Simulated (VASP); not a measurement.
Here is the system:

```
Cr
1.0
    2.96147     0.00000     0.00000
    0.00000     2.96147     0.00000
    0.00000     0.00000     2.96147
Cr
2
Cartesian
  0.00000   0.00000   0.00000
  1.48074   1.38074   1.48074
```
Starting moments (μB, in the order of the record's atoms Cr Cr): 2.7 -2.7.

Method: r2SCAN meta-GGA, VASP's PBE PAW potentials (set 64) (plane waves; VASP). Settings: 480 eV cut-off, 12×12×12 Γ-centred mesh, first-order Methfessel-Paxton smearing of 0.10 eV, potentials Cr_pv.

Task: Which forces act on the atoms, in eV/Å?

Result: 
| atom | Fx | Fy | Fz |
|---|---|---|---|
| Cr1 | 0.000 | -0.595 | 0.000 |
| Cr2 | 0.000 | 0.595 | 0.000 |

Task: Give the stress tensor in GPa (positive for a compressed cell).

Result: 
```
0.47  0.00  0.00
0.00  0.19  0.00
0.00  0.00  0.47
```
The pressure is its mean diagonal, 0.38 GPa.

The compound is Cr in the bcc, AFM order structure. This cell was strained or had an atom moved on purpose.
